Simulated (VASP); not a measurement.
Ca (relaxed from the hcp structure, space group P6_3/mmc): computed properties

Computed with r2SCAN meta-GGA, VASP's PBE PAW potentials (set 64) (plane waves; VASP 6.6.1).

```yaml
space_group: P6_3/mmc (194)
cell: a = 3.920 Å, b = 3.920 Å, c = 6.526 Å, α = 90.00°, β = 90.00°, γ = 120.00°
volume_per_atom: 43.41 Å^3/atom
band gap (over mesh and band path): none (metal, semimetal or under 0.01 eV)
density: 1.53 g/cm³
```

```xyz
2
Lattice="3.9195 0.0000 0.0000 -1.9598 3.3944 0.0000 0.0000 0.0000 6.5258" Properties=species:S:1:pos:R:3 pbc="T T T"
Ca     0.0000     2.2629     1.6315
Ca     1.9598     1.1315     4.8944
```

The structure was generated: Ca was put into the hcp type (P6_3/mmc), which need not be its known phase. It was relaxed first. Symmetry was kept, so distortions that lower it aren't found.
